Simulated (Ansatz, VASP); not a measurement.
## PPt: VASP beside Ansatz

The input INCAR:

```
ALGO = Normal ; EDIFF = 1E-6
ENCUT = 520 ; GGA = PS
ISIF = 2 ; ISMEAR = 0
LASPH = T ; LCHARG = T
LELF = T ; LREAL = F
LVHAR = T ; LWAVE = F
NBANDS = 14 ; NELM = 60
PREC = Accurate ; SIGMA = 0.05
```

KPOINTS

```
k-points
0
Gamma
  12 12 12
```

Contents of POSCAR:

```
PPt
1.0
    0.0000000000      2.4977913884      2.4977913884
    2.4977913884      0.0000000000      2.4977913884
    2.4977913884      2.4977913884      0.0000000000
Pt P
1 1
Direct
    0.5000000000      0.5000000000      0.5000000000
    0.0000000000      0.0000000000      0.0000000000
```

Input for Ansatz:

```yaml
crystal:
  lattice:
    - [0.0, 2.4977913884, 2.4977913884]
    - [2.4977913884, 0.0, 2.4977913884]
    - [2.4977913884, 2.4977913884, 0.0]
  atoms:
    - { symbol: Pt, position: [0.5, 0.5, 0.5] }
    - { symbol: P, position: [0.0, 0.0, 0.0] }
basis:
  ecutwfc: 420
  ecutrho_ratio: 4
kpoints:
  mp_grid: { grid: [12, 12, 12] }
hamiltonian:
  xc: pbesol
scf:
  occupations: { method: gaussian, width: 0.05 }
output:
  forces: true
  stress: true
  eigenvalues: true
```

Alike in both runs: task single point; functional PBEsol; k mesh 12 × 12 × 12; occupations gaussian, width 0.05 eV; no spin polarisation.

|  | VASP | Ansatz |
| --- | --- | --- |
| version | VASP 6.6.1 | Ansatz 0.2.0 |
| potentials or method | VASP PAW PBE potentials, release 64 (Pt, P) | scalar-relativistic, plane waves, PAW |
| plane-wave cutoff (eV) | 520 | 420 |
| valence electrons in the cell | 15 | 23 |

```csv
,VASP,Ansatz,Ansatz less VASP
gap on the k mesh at the Fermi level (eV),none,none,-
pressure (GPa),-3.8,-3.7,+0.03
```

A gap of «none» marks a metal or a gap that the smearing closes. The functional is the same, so the differences come from potentials, cutoffs and numerics. The two sets of potentials don't hold the same shells in valence.

Caveats: the PAW data sets were made with another functional, which shifts forces and pressure a little (VASP). The runs have no spin-orbit coupling, so splittings on Pt are missing.
